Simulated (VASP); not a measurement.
A run of VASP 6.6.1 is set up as follows.

File INCAR:

```
ALGO = Fast ; EDIFF = 1E-5
ENCUT = 520 ; GGA = PE
ISIF = 2 ; ISMEAR = 0
LASPH = T ; LCHARG = F
LREAL = Auto ; LWAVE = F
NELM = 80 ; PREC = Normal
SIGMA = 0.15
```

The input KPOINTS:

```
k-points
0
Gamma
  4 4 4
```

POSCAR

```
AlB2Sb3
1.0
    3.4293920000     -5.9686500000      0.0000000000
    3.4293920000      5.9686500000      0.0000000000
   -2.1737340000      0.0000000000      6.4283230000
Al B Sb
2 4 6
Direct
    0.0820190000      0.9159380000      0.9958550000
    0.9159380000      0.0820190000      0.4958550000
    0.4136490000      0.5824370000      0.0003540000
    0.7400290000      0.2614790000      0.0002030000
    0.5824370000      0.4136490000      0.5003540000
    0.2614790000      0.7400290000      0.5002030000
    0.6700000000      0.5136910000      0.8625840000
    0.0407460000      0.2541870000      0.8994040000
    0.4043380000      0.8708950000      0.8663480000
    0.5136910000      0.6700000000      0.3625840000
    0.2541870000      0.0407460000      0.3994040000
    0.8708950000      0.4043380000      0.3663480000
```

Potentials or basis: VASP PAW PBE potentials, release 64 (Al, B, Sb).

The run is started by

```bash
$ cat potpaw_PBE.64/Al/POTCAR potpaw_PBE.64/B/POTCAR potpaw_PBE.64/Sb/POTCAR > POTCAR
$ mpirun -np 1 vasp_std > vasp.out
```

Q: What does it give for the pressure?

A: 0.0 GPa.

Q: Predict the largest force.

A: 0.019 eV/Å.

Forces on the atoms (eV/Å):
```
Al   0.007  0.008  0.006
Al   0.007 -0.008  0.006
B   -0.009  0.007 -0.002
B   -0.003  0.003  0.004
B   -0.009 -0.007 -0.002
B   -0.003 -0.003  0.004
Sb   0.008 -0.002  0.008
Sb  -0.008 -0.010 -0.006
Sb   0.005 -0.016 -0.009
Sb   0.008  0.002  0.008
Sb  -0.008  0.010 -0.006
Sb   0.005  0.016 -0.009
```
